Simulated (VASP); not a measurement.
Output of a VASP run:

### OUTCAR
```
 ion  position               nearest neighbor table
   1  0.000  0.000  0.000-
  LATTYP: Found a body centered cubic cell.
 ALAT       =     5.2009884030
 Subroutine PRICEL returns:
 Original cell was already a primitive cell.
 Subroutine GETGRP returns: Found 48 space group operations
The static configuration has the point symmetry O_h .
The dynamic configuration has the point symmetry O_h .
 Subroutine INISYM returns: Found 48 space group operations
 Subroutine IBZKPT returns following result:
 Found     56 irreducible k-points:

 Following reciprocal coordinates:
            Coordinates               Weight
  0.000000  0.000000  0.000000      1.000000
  0.090909  0.000000  0.000000     12.000000
  0.181818  0.000000  0.000000     12.000000
  0.272727  0.000000  0.000000     12.000000
  0.363636  0.000000  0.000000     12.000000
  0.454545  0.000000  0.000000     12.000000
  0.090909  0.090909  0.000000     24.000000
  0.181818  0.090909  0.000000     48.000000
  0.272727  0.090909  0.000000     48.000000
  0.363636  0.090909 -0.000000     48.000000
  0.454545  0.090909 -0.000000     24.000000
  0.181818  0.181818  0.000000     24.000000
  0.272727  0.181818  0.000000     48.000000
  0.363636  0.181818  0.000000     48.000000
  0.272727  0.272727  0.000000     24.000000
  0.363636  0.272727  0.000000     24.000000
  0.090909  0.090909  0.090909      8.000000
  0.181818  0.090909  0.090909     24.000000
  0.272727  0.090909  0.090909     24.000000
  0.363636  0.090909  0.090909     24.000000
 -0.090909  0.090909  0.090909      6.000000
  0.181818  0.181818  0.090909     24.000000
  0.272727  0.181818  0.090909     48.000000
  0.363636  0.181818  0.090909     24.000000
 -0.181818  0.181818  0.090909     24.000000
  0.272727  0.272727  0.090909     24.000000
 -0.272727  0.272727  0.090909     24.000000
 -0.181818  0.272727  0.090909     24.000000
 -0.363636  0.363636  0.090909     24.000000
 -0.272727  0.363636  0.090909     48.000000
 -0.454545  0.454545  0.090909     24.000000
 -0.363636  0.454545  0.090909     48.000000
 -0.272727  0.454545  0.090909     24.000000
 -0.454545 -0.454545  0.090909     24.000000
 -0.363636 -0.454545  0.090909     48.000000
 -0.363636 -0.363636  0.090909      8.000000
  0.181818  0.181818  0.181818      8.000000
  0.272727  0.181818  0.181818     24.000000
 -0.181818  0.181818  0.181818      6.000000
  0.272727  0.272727  0.181818      8.000000
   k-points           NKPTS =     56   k-points in BZ     NKDIM =     56   number of bands    NBANDS=      8
   number of dos      NEDOS =    601   number of ions     NIONS =      1
   total plane-waves  NPLWV =  46656
   dimension x,y,z NGX =    36 NGY =   36 NGZ =   36
   dimension x,y,z NGXF=    72 NGYF=   72 NGZF=   72
   ions per type =               1
   PREC   = accura    normal or accurate (medium, high low for compatibility)
   ISTART =      0    job   : 0-new  1-cont  2-samecut
   ICHARG =      2    charge: 1-file 2-atom 10-const
   ISPIN  =      1    spin polarized calculation?
   LNONCOLLINEAR =      F non collinear calculations
   LSORBIT =      F    spin-orbit coupling
   INIWAV =      1    electr: 0-lowe 1-rand  2-diag
   ENCUT  =  520.0 eV  38.22 Ry    6.18 a.u.   8.37  8.37  8.37*2*pi/ulx,y,z
   NELM   =    100;   NELMIN=  2; NELMDL= -5     # of ELM steps
   EDIFF  = 0.1E-06   stopping-criterion for ELM
   LREAL  =      F    real-space projection
   NLSPLINE    = F    spline interpolate recip. space projectors
   LMAXMIX     =    2 max onsite mixed and CHGCAR
   VOSKOWN=      0    Vosko Wilk Nusair interpolation
   EDIFFG = 0.1E-05   stopping-criterion for IOM
   NSW    =      0    number of steps for IOM
   NBLOCK =      1;   KBLOCK =      1    inner block; outer block
   IBRION =     -1    ionic relax: 0-MD 1-quasi-New 2-CG
   NFREE  =      0    steps in history (QN), initial steepest desc. (CG)
...
```

OSZICAR:
```
       N       E                     dE             d eps       ncg     rms          rms(c)
DAV:   1     0.473944196936E+02    0.47394E+02   -0.36667E+03   896   0.866E+02
DAV:   2     0.386663007097E+00   -0.47008E+02   -0.46811E+02   920   0.214E+02
DAV:   3    -0.102045710931E+01   -0.14071E+01   -0.14050E+01  1472   0.348E+01
DAV:   4    -0.104455178100E+01   -0.24095E-01   -0.24080E-01  1368   0.367E+00
DAV:   5    -0.104470159647E+01   -0.14982E-03   -0.14972E-03  1528   0.225E-01    0.211E+00
DAV:   6    -0.104468962972E+01    0.11967E-04   -0.15517E-03  1448   0.302E-01    0.131E+00
DAV:   7    -0.104505110626E+01   -0.36148E-03   -0.31377E-03  1432   0.423E-01    0.566E-02
DAV:   8    -0.104510227322E+01   -0.51167E-04   -0.14316E-04  1392   0.168E-01    0.191E-02
DAV:   9    -0.104511601257E+01   -0.13739E-04   -0.13689E-05  1376   0.316E-02    0.615E-03
DAV:  10    -0.104511550532E+01    0.50724E-06   -0.20438E-06  1416   0.127E-02    0.153E-03
DAV:  11    -0.104511545733E+01    0.47999E-07   -0.46646E-08  1240   0.273E-03
   1 F= -.11171975E+01 E0= -.11171975E+01  d E =0.000000E+00
```

**OUTCAR**
```
------------------------ aborting loop because EDIFF is reached ----------------------------------------
  Edisp (eV):   -0.07208
  FORCE on cell =-STRESS in cart. coord.  units (eV):
  Direction    XX          YY          ZZ          XY          YZ          ZX
  --------------------------------------------------------------------------------------
  Total       0.00241     0.00241     0.00241    -0.00000    -0.00000     0.00000
  in kB       0.05478     0.05478     0.05478    -0.00000    -0.00000     0.00000
  external pressure =        0.05 kB  Pullay stress =        0.00 kB
  volume of cell :       70.34
      direct lattice vectors                 reciprocal lattice vectors
    -2.600494202  2.600494202  2.600494202     0.000000000  0.192271146  0.192271146
     2.600494202 -2.600494202  2.600494202     0.192271146  0.000000000  0.192271146
     2.600494202  2.600494202 -2.600494202     0.192271146  0.192271146  0.000000000
 POSITION                                       TOTAL-FORCE (eV/Angst)
 -----------------------------------------------------------------------------------
      0.00000      0.00000      0.00000        -0.000000      0.000000      0.000000
 -----------------------------------------------------------------------------------
    total drift:                               -0.000000     -0.000000      0.000000
  FREE ENERGIE OF THE ION-ELECTRON SYSTEM (eV)
  ---------------------------------------------------
  free  energy   TOTEN  =        -1.1171974755 eV

  energy  without entropy=       -1.1171974755  energy(sigma->0) =       -1.11719748

 total charge

# of ion       s       p       d       tot
------------------------------------------
    1        1.982   5.555   0.005   7.541
```
(Selected blocks of OUTCAR.)

POSCAR:
```
K
1
   -2.6004942015     2.6004942015     2.6004942015
    2.6004942015    -2.6004942015     2.6004942015
    2.6004942015     2.6004942015    -2.6004942015
K
1
Direct
  0.0000000000   0.0000000000   0.0000000000
```

Task: Reconstruct the remaining input files.

Result: One answer among several that fit: the input of the run itself, PBE GGA with D4 dispersion, plane waves, VASP's PBE PAW potentials (set 64).

**INCAR**
```
SYSTEM = K
PREC = Accurate; ENCUT = 520; LREAL = .FALSE.
LASPH = .TRUE.
EDIFF = 1E-7; NELM = 100; ALGO = Normal
ISMEAR = -5
GGA = PE; IVDW = 13
ISIF = 2
LWAVE = .FALSE.; LCHARG = .TRUE.; LORBIT = 11
NEDOS = 601
```

**KPOINTS**
```
Automatic mesh
0
Gamma
11 11 11
0 0 0
```

POTCAR, in this order: K_sv (PBE.64 set). Program: vasp_std.

For a metal the tetrahedron method with Blöchl corrections gives inexact stress and forces.

The compound is K in the bcc structure. It was relaxed first.
